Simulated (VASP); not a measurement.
Data:

```xyz
2
Lattice="4.2491 -2.3205 0.0000 4.2491 2.3205 0.0000 2.9819 0.0000 3.8142" Properties=species:S:1:pos:R:3 pbc="T T T"
Bi     2.6864     0.0000     0.8925
Bi     8.7938     0.0000     2.9217
```

All values below come from PBE GGA, VASP's PBE PAW potentials (set 64) (plane waves; VASP 6.6.1). Settings: 400 eV cut-off, 9×9×9 Γ-centred mesh, first-order Methfessel-Paxton smearing of 0.10 eV, potentials Bi_d.

Which forces act on the atoms, in eV/Å?

```tsv
atom	Fx	Fy	Fz
Bi1	-0.078	0.000	-0.026
Bi2	0.078	0.000	0.026
```

Give the stress tensor in GPa (positive for a compressed cell).

```
-0.80   0.00   0.14
 0.00  -1.21   0.00
 0.14   0.00  -1.16
```
The pressure is its mean diagonal, -1.06 GPa.

The compound is Bi in the a7 structure. The cell was not relaxed at this level.
